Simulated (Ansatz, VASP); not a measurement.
**AlC3 in VASP and in Ansatz**

```
CELL_PARAMETERS angstrom
3.21904 0.00000 0.00000
0.00000 3.21904 0.00000
0.00000 0.00000 3.21904
ATOMIC_POSITIONS crystal
Al 0.00000 0.00000 0.00000
C 0.00000 0.50000 0.50000
C 0.50000 0.00000 0.50000
C 0.50000 0.50000 0.00000
```

Alike in both runs: functional PBE; k mesh 6 × 6 × 6; occupations gaussian, width 0.1 eV; no spin polarisation.

Ansatz relaxed the structure, and its values are those at the end. VASP's run is a single point on that final structure, the one shown.

```csv
,VASP,Ansatz
version,VASP 6.6.1,Ansatz 0.2.0
potentials or method,"VASP PAW PBE potentials, release 64 (Al, C)","scalar-relativistic, plane waves, PAW"
plane-wave cutoff (eV),520,420
valence electrons in the cell,15,15
```

|  | VASP | Ansatz | Ansatz less VASP |
| --- | --- | --- | --- |
| gap on the k mesh at the Fermi level (eV) | none | none | - |
| pressure (GPa) | -0.3 | -0.3 | +0.01 |

A gap of «none» marks a metal or a gap that the smearing closes. The functional is the same, so the differences come from potentials, cutoffs and numerics.
